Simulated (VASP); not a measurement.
```yaml
crystal:
  lattice:
    - [1.45500, -2.52013, 0.00000]
    - [1.45500, 2.52013, 0.00000]
    - [0.00000, 0.00000, 2.84000]
  atoms:
    - { symbol: W, position: [0.00000, 0.00000, 0.00000] }
    - { symbol: C, position: [0.33333, 0.66667, 0.50000] }
```

Method: PBE GGA + U (Dudarev), VASP's PBE PAW potentials (set 64) (plane waves; VASP). Numerical set-up: 520 eV cut-off, 13×13×12 Γ-centred mesh, first-order Methfessel-Paxton smearing of 0.10 eV, potentials W_sv C, U − J: W 2.00 eV.

Q: Give the stress tensor in GPa (positive for a compressed cell).

A: 
```
9.49  0.00  0.00
0.00  9.49  0.00
0.00  0.00  9.78
```
The pressure is its mean diagonal, 9.58 GPa.

The compound is WC in the wc structure. The cell was not relaxed at this level. The run is one of a series of settings (LDAU = .TRUE., LDAUJ = 0 0, LDAUL = 2 -1, LDAUTYPE = 2, LDAUU = 2.0 0 against the base run), some of them coarse on purpose.
